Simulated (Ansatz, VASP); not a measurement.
# Pd (linear Pd chain, spacing 2.521 A): VASP beside Ansatz, part 2 of 2

One calculation is typed for both programs; each brings its own data sets and cutoff. How far apart do they land?

VASP 6.6.1 and Ansatz 0.2.0.

So far: Starting point; Ansatz: single point, PBE, DFT+U.

### 3. VASP: single point, PBE, DFT+U

Level of this step: PBE, DFT+U (Pd d 6 eV), spin-polarised from a ferromagnetic start; plane waves and PAW (Pd) (VASP).

The same cell, functional, mesh and smearing now go to VASP, with its own data sets and cutoff.

Lines of VASP's logs that name or quote its potential files are left out, and so is its time.

INCAR

```
SYSTEM = Pd
PREC = Normal
ENCUT = 350
EDIFF = 1E-07
NELM = 150
ISMEAR = 1
SIGMA = 0.05
LREAL = .FALSE.
ALGO = Normal
GGA = PE
NBANDS = 11
ISPIN = 2
MAGMOM = 1
LDAU = .TRUE.
LDAUTYPE = 2
LDAUL = 2
LDAUU = 6
LDAUJ = 0
LDAUPRINT = 1
LASPH = .TRUE.
LMAXMIX = 4
LORBIT = 11
LWAVE = .FALSE.
LCHARG = .TRUE.
KPAR = 2
NCORE = 2
AMIX = 0.2
BMIX = 1E-04
AMIX_MAG = 0.8
BMIX_MAG = 1E-04
```

POSCAR

```
Pd
1.0
   12.0000000000      0.0000000000      0.0000000000
    0.0000000000     12.0000000000      0.0000000000
    0.0000000000      0.0000000000      2.5210000000
Pd
1
Direct
    0.5000000000      0.5000000000      0.0000000000
```

KPOINTS

```
Automatic mesh
0
Gamma
1 1 24
0 0 0
```

PAW data sets: Pd (PBE family, release 64).

The run is started by

```
mpirun -np 4 vasp_std
```

Numbers of over 12 decimals in the logs are rounded to 6 here.

The program printed:

```text
[banner, memory and clock lines left out]
running    4 mpi-ranks, on    1 nodes
 distrk:  each k-point on    2 cores,    2 groups
 distr:  one band on    2 cores,    1 groups

 POSCAR found type information on POSCAR Pd
 POSCAR found :  1 types and       1 ions
 LDA part: xc-table for (Slater+PW92), standard interpolation
 POSCAR, INCAR and KPOINTS ok, starting setup
 FFT: planning ... GRIDC
 FFT: planning ... GRID_SOFT
 FFT: planning ... GRID
 WAVECAR not read
 entering main loop
       N       E                     dE             d eps       ncg     rms          rms(c)
DAV:   1     0.736238662392E+02    0.73624E+02   -0.22069E+03   612   0.397E+02
DAV:   2     0.457282954303E+01   -0.69051E+02   -0.64175E+02   994   0.831E+01
DAV:   3    -0.251259562030E+00   -0.48241E+01   -0.46641E+01   680   0.395E+01
DAV:   4    -0.294933624789E+00   -0.43674E-01   -0.43670E-01   668   0.425E+00
DAV:   5    -0.296197097216E+00   -0.12635E-02   -0.12634E-02   709   0.665E-01    0.681E+00
DAV:   6    -0.258636673282E+00    0.37560E-01   -0.96658E-01   599   0.759E+00    0.480E+00
DAV:   7    -0.260430770929E+00   -0.17941E-02   -0.49250E-01   584   0.545E+00    0.460E+00
DAV:   8    -0.317221519323E+00   -0.56791E-01   -0.25809E-02   622   0.105E+00    0.347E+00
DAV:   9    -0.423795981003E+00   -0.10657E+00   -0.24403E-01   584   0.292E+00    0.133E+00
DAV:  10    -0.453839908533E+00   -0.30044E-01   -0.15867E-01   587   0.225E+00    0.593E-01
DAV:  11    -0.467881412752E+00   -0.14042E-01   -0.46332E-02   578   0.176E+00    0.420E-01
DAV:  12    -0.470724290416E+00   -0.28429E-02   -0.16669E-03   602   0.241E-01    0.372E-01
DAV:  13    -0.477081897876E+00   -0.63576E-02   -0.64751E-03   575   0.447E-01    0.293E-01
DAV:  14    -0.486600491669E+00   -0.95186E-02   -0.15725E-02   572   0.588E-01    0.534E-01
[...]
DAV:  33    -0.502587696841E+00   -0.12383E-04   -0.47460E-06   575   0.142E-02    0.539E-03
DAV:  34    -0.502588640392E+00   -0.94355E-06   -0.41798E-06   581   0.132E-02    0.748E-03
DAV:  35    -0.502588351587E+00    0.28881E-06   -0.46750E-07   639   0.331E-03    0.781E-03
DAV:  36    -0.502589666932E+00   -0.13153E-05   -0.67196E-07   587   0.396E-03    0.589E-03
DAV:  37    -0.502590205377E+00   -0.53845E-06   -0.54200E-07   578   0.349E-03    0.516E-03
DAV:  38    -0.502591142977E+00   -0.93760E-06   -0.10805E-06   584   0.512E-03    0.285E-03
DAV:  39    -0.502591448318E+00   -0.30534E-06   -0.73052E-07   584   0.409E-03    0.180E-03
DAV:  40    -0.502591528050E+00   -0.79732E-07   -0.96050E-07   575   0.476E-03
   1 F= -.50259153E+00 E0= -.50277440E+00  d E =0.548617E-03  mag=     0.7531
```

From OUTCAR (step 3):

```text
ion  position               nearest neighbor table
   1  0.500  0.500  0.000-

  LATTYP: Found a simple tetragonal cell.
 ALAT       =    12.0000000000
 C/A-ratio  =     0.2100833333

 Subroutine GETGRP returns: Found 16 space group operations
 (whereof 16 operations were pure point group operations)

The static configuration has the point symmetry D_4h.

 Found     13 irreducible k-points:

   k-points           NKPTS =     13   k-points in BZ     NKDIM =     13   number of bands    NBANDS=     11

   dimension x,y,z NGX =    56 NGY =   56 NGZ =   12
   dimension x,y,z NGXF=   112 NGYF=  112 NGZF=   24

   ENCUT  =  350.0 eV  25.72 Ry    5.07 a.u.  18.31 18.31  3.85*2*pi/ulx,y,z

   NELECT =      10.0000    total number of electrons

 k-points in reciprocal lattice and weights: Automatic mesh
   0.00000000  0.00000000  0.00000000       0.042
   0.00000000  0.00000000  0.04166667       0.083
   0.00000000  0.00000000  0.08333333       0.083
   0.00000000  0.00000000  0.12500000       0.083
   0.00000000  0.00000000  0.16666667       0.083
   0.00000000  0.00000000  0.20833333       0.083
   0.00000000  0.00000000  0.25000000       0.083
   0.00000000  0.00000000  0.29166667       0.083
   0.00000000  0.00000000  0.33333333       0.083
   0.00000000  0.00000000  0.37500000       0.083
   0.00000000  0.00000000  0.41666667       0.083
   0.00000000  0.00000000  0.45833333       0.083
   0.00000000  0.00000000  0.50000000       0.042

atom =   1  type =  1  l = 2

 onsite density matrix

spin component  1

  0.9895  0.0000  0.0000  0.0000  0.0000
  0.0000  0.9863 -0.0000 -0.0000 -0.0000
  0.0000 -0.0000  0.9933 -0.0000  0.0000
  0.0000 -0.0000 -0.0000  0.9863  0.0000
  0.0000 -0.0000  0.0000  0.0000  0.9896

spin component  2

  0.9852  0.0000  0.0000 -0.0000  0.0000
  0.0000  0.9874 -0.0000  0.0000  0.0000
  0.0000 -0.0000  0.5345  0.0000  0.0000
 -0.0000  0.0000  0.0000  0.9874 -0.0000
  0.0000  0.0000  0.0000 -0.0000  0.9852

 occupancies and eigenvectors

  o =  0.5345  v =  0.0000  0.0000  0.0000  0.0000  0.0000  0.0000 -0.0000 -1.0000 -0.0000 -0.0000      0.0000  0.0000  0.0000  0.0000  0.0000  0.0000  0.0000  0.0000  0.0000  0.0000
  o =  0.9852  v =  0.0000  0.0000  0.0000  0.0000  0.0000  1.0000  0.0000  0.0000  0.0000  0.0000      0.0000  0.0000  0.0000  0.0000  0.0000  0.0000  0.0000  0.0000  0.0000  0.0000
  o =  0.9852  v =  0.0000  0.0000  0.0000  0.0000  0.0000  0.0000 -0.0000 -0.0000 -0.0000  1.0000      0.0000  0.0000  0.0000  0.0000  0.0000  0.0000  0.0000  0.0000  0.0000  0.0000
  o =  0.9863  v =  0.0000  1.0000 -0.0000 -0.0001 -0.0000  0.0000  0.0000  0.0000  0.0000  0.0000      0.0000  0.0000  0.0000  0.0000  0.0000  0.0000  0.0000  0.0000  0.0000  0.0000
  o =  0.9863  v =  0.0000 -0.0001  0.0000 -1.0000  0.0000  0.0000  0.0000  0.0000  0.0000  0.0000      0.0000  0.0000  0.0000  0.0000  0.0000  0.0000  0.0000  0.0000  0.0000  0.0000
  o =  0.9874  v =  0.0000  0.0000  0.0000  0.0000  0.0000  0.0000 -0.9853  0.0000  0.1710 -0.0000      0.0000  0.0000  0.0000  0.0000  0.0000  0.0000  0.0000  0.0000  0.0000  0.0000
  o =  0.9874  v =  0.0000  0.0000  0.0000  0.0000  0.0000  0.0000 -0.1710  0.0000 -0.9853 -0.0000      0.0000  0.0000  0.0000  0.0000  0.0000  0.0000  0.0000  0.0000  0.0000  0.0000
  o =  0.9895  v =  1.0000  0.0000  0.0000  0.0000  0.0000  0.0000  0.0000  0.0000  0.0000  0.0000      0.0000  0.0000  0.0000  0.0000  0.0000  0.0000  0.0000  0.0000  0.0000  0.0000
  o =  0.9896  v =  0.0000  0.0000  0.0000  0.0000  1.0000  0.0000  0.0000  0.0000  0.0000  0.0000      0.0000  0.0000  0.0000  0.0000  0.0000  0.0000  0.0000  0.0000  0.0000  0.0000
  o =  0.9933  v =  0.0000 -0.0000 -1.0000 -0.0000  0.0000  0.0000  0.0000  0.0000  0.0000  0.0000      0.0000  0.0000  0.0000  0.0000  0.0000  0.0000  0.0000  0.0000  0.0000  0.0000

 average (electrostatic) potential at core
       1 -82.0936

 E-fermi :  -3.9725

 spin component 1
 k-point     1 :       0.0000    0.0000    0.0000
  band No.  band energies     occupation
    ...
      2      -7.2414      1.00000
      3      -7.2407      1.00000
      4      -5.7636      1.00000
      5      -5.7636      1.00000
      6      -4.6630      1.00000
      7      -0.9666      0.00000
      8      -0.9666      0.00000
      9       0.2316      0.00000
     10       0.9010      0.00000
     11       1.5582      0.00000

 k-point     2 :       0.0000    0.0000    0.0417
  band No.  band energies     occupation
    ...
      2      -7.2326      1.00000
      3      -7.2318      1.00000
      4      -5.8271      1.00000
      5      -5.8271      1.00000
      6      -4.6265      1.00000
      7      -0.9062      0.00000
      8      -0.9062      0.00000
      9       0.2722      0.00000
     10       0.9417      0.00000
     11       1.5983      0.00000

 k-point     3 :       0.0000    0.0000    0.0833
  band No.  band energies     occupation
    ...
      2      -7.2064      1.00000
      3      -7.2058      1.00000
      4      -6.0071      1.00000
      5      -6.0071      1.00000
      6      -4.5159      1.00000
      7      -0.7315      0.00000
      8      -0.7315      0.00000
      9       0.3940      0.00000
     10       1.0637      0.00000
     11       1.7187      0.00000

 k-point     4 :       0.0000    0.0000    0.1250
  band No.  band energies     occupation
    ...
      2      -7.1645      1.00000
      3      -7.1640      1.00000
      4      -6.2764      1.00000
      5      -6.2764      1.00000
      6      -4.3284      1.00000
      7      -0.4572      0.00000
      8      -0.4572      0.00000
      9       0.5971      0.00000
     10       1.2671      0.00000
     11       1.9193      0.00000

 k-point     5 :       0.0000    0.0000    0.1667
  band No.  band energies     occupation
    ...
      2      -7.1094      1.00000
      3      -7.1088      1.00000
      4      -6.6020      1.00000
      5      -6.6020      1.00000
      6      -4.0583      1.01783
      7      -0.0981      0.00000
      8      -0.0981      0.00000
      9       0.8817      0.00000
     10       1.5520      0.00000
     11       2.2004      0.00000

 k-point     6 :       0.0000    0.0000    0.2083
  band No.  band energies     occupation
      1      -8.4740      1.00000
      2      -7.0450      1.00000
      3      -7.0445      1.00000
      4      -6.9533      1.00000
      5      -6.9533      1.00000
      6      -3.6965     -0.00000
      7       0.3361      0.00000
      8       0.3361      0.00000
      9       1.2480      0.00000
     10       1.9183      0.00000
    ...

  Total       -0.2982051     -0.2982051     -0.2220488      0.0000000     -0.0000000      0.0000000
  in kB       -1.3161043     -1.3161043     -0.9799944      0.0000000     -0.0000000      0.0000000
  external PRESSURE =      -1.2040677 kB  Pullay stress =       0.0000000 kB

  energy-cutoff  :      350.00
  volume of cell :      363.02
      direct lattice vectors                 reciprocal lattice vectors
    12.000000000  0.000000000  0.000000000     0.083333333  0.000000000  0.000000000
     0.000000000 12.000000000  0.000000000     0.000000000  0.083333333  0.000000000
     0.000000000  0.000000000  2.521000000     0.000000000  0.000000000  0.396667989

 POSITION                                       TOTAL-FORCE (eV/Angst)
 -----------------------------------------------------------------------------------
      6.00000      6.00000      0.00000         0.000000      0.000000      0.000000
 -----------------------------------------------------------------------------------
    total drift:                                0.000000      0.000000      0.000000

  FREE ENERGIE OF THE ION-ELECTRON SYSTEM (eV)
  ---------------------------------------------------
  free  energy   TOTEN  =        -0.5025915281 eV

  energy  without entropy=       -0.5031401447  energy(sigma->0) =       -0.50277440

 total charge
# of ion       s       p       d       tot
------------------------------------------
    1        0.259   0.083   9.363   9.705

 magnetization (x)
# of ion       s       p       d       tot
------------------------------------------
    1        0.141   0.001   0.461   0.603

[... 6 further parts left out ...]
```

A U on the itinerant d states of such a compound is hard to justify; it moves the bands at the Fermi level and favours large moments.

### 4. Differences

Known differences besides the PAW data sets themselves: U acts on the PAW sphere in VASP and on atomic orbitals in Ansatz, so only states and trends compare; the data sets hold 18 valence electrons in Ansatz (default PAW (the set named soft_2) files) and 10 in VASP; the cutoff is 420 eV in Ansatz and 350 eV in VASP (PREC = Normal); site moments are counted in spheres of each program's own size. Total energies have different zeros and are not compared.

Compared:

| quantity | Ansatz | VASP | difference |
| --- | --- | --- | --- |
| gap on the k mesh (eV) | 1.033 | 0.000 | +1.033 |
| total moment (μB) | 0.00 | 0.75 | -0.75 |
| moment on Pd1 (μB) | 0.00 | 0.60 | -0.60 |

On this mesh VASP finds no gap and the other program does. By their total or site moments the two runs ended in different magnetic states: Ansatz, which by default looks for lower states, left the typed order, and VASP kept to its start; the other differences may follow from that, so they don't measure the programs' precision.

### 5. Further runs

The difference is large enough to ask for its cause, so further runs change the set-up of one program at a time, as the table lists.

| run | difference in total moment (μB) |
| --- | --- |
| as above | -0.75 |
| a start from the moments at which VASP ended, with Ansatz's search for lower states switched off | -0.75 |

### 6. Summary of results

```yaml
difference_in_total_moment_single_point_pbe_dft_u: -0.75 μB
```

The difference in total moment is -0.75 μB (single point, PBE, DFT+U). The runs ended with unlike moments, so this pair says little about numerical agreement. For single point, PBE, DFT+U: no further run halves the difference in total moment; only Ansatz's side was varied. How closely two codes agree says nothing of how well the functional describes the real material.

[Lines on the potential files, build, host, timing and source positions are cut from VASP's logs without a mark.]

[Logs are printed without paths, hosts, clocks, repeated set-up lines and the standing remarks that a program may print on its own settings, such as how far it seeks lower states.]

[Hosts, paths, dates, database ids (printed as entryN), source tags and the programs' standing remarks are cut or masked in the printed files.]
